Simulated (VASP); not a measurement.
Computed with LDA (Ceperley-Alder, Perdew-Zunger), VASP's LDA PAW potentials (set 64) (plane waves; VASP 6.6.1).

Input for VASP

INCAR:
```
! general
SYSTEM  = SrTiO3
PREC    = Accurate
ENCUT   = 520
LREAL   = .FALSE.
LASPH   = .TRUE.
NBANDS  = 72

! electronic loop
EDIFF   = 1E-7
NELM    = 100
ALGO    = Normal
LMAXMIX = 4

! smearing
ISMEAR  = 0
SIGMA   = 0.01

! output
LWAVE   = .FALSE.
LCHARG  = .FALSE.
NEDOS   = 1001

! other
LOPTICS = .TRUE.
CSHIFT  = 0.1
```

KPOINTS:
```
kpoints
0
G
 10 10 10
0 0 0
```

POSCAR:
```
SrTiO3
3.8621990
  1.0000000018   0.0000000000   0.0000000000
  0.0000000000   1.0000000018   0.0000000000
  0.0000000000   0.0000000000   1.0000000018
Sr Ti O
1 1 3
Cartesian
  0.0000000000   0.0000000000   0.0000000000
  0.5000000009   0.5000000009   0.5000000009
  0.5000000009   0.0000000000   0.5000000009
  0.0000000000   0.5000000009   0.5000000009
  0.5000000009   0.5000000009   0.0000000000
```

POTCAR, in this order: Sr_sv Ti_sv O (LDA.64 set). Program: vasp_std.

Q: What will the output report for the number of irreducible k-points (NKPTS), largest plane-wave count, number of space-group operations, FFT grid (NGX, NGY, NGZ)?

A: 
The number of irreducible k-points (NKPTS) is 56 and the largest plane-wave count is 1596. The number of space-group operations is 48 and the FFT grid (NGX, NGY, NGZ) is 30 × 30 × 30.

The compound is SrTiO3 in the cubic perovskite structure, the ideal cubic form; the compound distorts at low or room temperature. It was relaxed first.
